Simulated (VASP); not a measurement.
Computed with PBE GGA, VASP's PBE PAW potentials (set 64) (plane waves; VASP 6.6.1).

The input files of a VASP run:

POSCAR:
```
WSi2
1
   -1.6050000000     1.6050000000     3.9150000000
    1.6050000000    -1.6050000000     3.9150000000
    1.6050000000     1.6050000000    -3.9150000000
Si W
2 1
Direct
  0.6650000000   0.6650000000   0.0000000000
  0.3350000000   0.3350000000   0.0000000000
  0.0000000000   0.0000000000   0.0000000000
```

### INCAR
```
! general
SYSTEM  = WSi2
PREC    = Accurate
ENCUT   = 400
LREAL   = F
LASPH   = T

! electronic loop
EDIFF   = 1E-6
NELM    = 100
ALGO    = Normal
LMAXMIX = 6

! smearing
ISMEAR  = 1
SIGMA   = 0.1

! functional
GGA     = PE

! ions
ISIF    = 2

! output
LWAVE   = F
LCHARG  = F
```

### KPOINTS
```
Automatic mesh
0
Gamma
 10 10 10
0 0 0
```

POTCAR, in this order: Si W_sv (PBE.64 set). Program: vasp_std.

Unless said otherwise, spin-orbit coupling is left out, though it shifts the bands of the heavy elements here.

### Question
Predict the energy per atom (σ→0), pressure, largest force, band gap (on the k-mesh).

### Answer

```yaml
energy per atom (σ→0): -8.267 eV/atom
band gap (on the k-mesh): none (metal, semimetal or under 0.01 eV)
pressure: 39.3 kbar
largest_force: 0.082 eV/Å
```

OSZICAR:
```
...
DAV:   6    -0.249069734913E+02    0.75251E+00   -0.45297E+00  3662   0.159E+01    0.883E+00
DAV:   7    -0.248244890193E+02    0.82484E-01   -0.30892E-01  3508   0.328E+00    0.463E+00
DAV:   8    -0.248023164653E+02    0.22173E-01   -0.47008E-02  3970   0.193E+00    0.314E-01
DAV:   9    -0.248018855929E+02    0.43087E-03   -0.13890E-03  3599   0.295E-01    0.180E-01
DAV:  10    -0.248018090253E+02    0.76568E-04   -0.33504E-04  3795   0.181E-01    0.385E-02
DAV:  11    -0.248018033214E+02    0.57040E-05   -0.38972E-05  3774   0.506E-02    0.142E-02
DAV:  12    -0.248018033668E+02   -0.45406E-07   -0.14754E-06  2503   0.916E-03
   1 F= -.24801803E+02 E0= -.24801686E+02  d E =-.351854E-03
```

The compound is WSi2 in the MoSi2 type structure. The cell was not relaxed at this level.
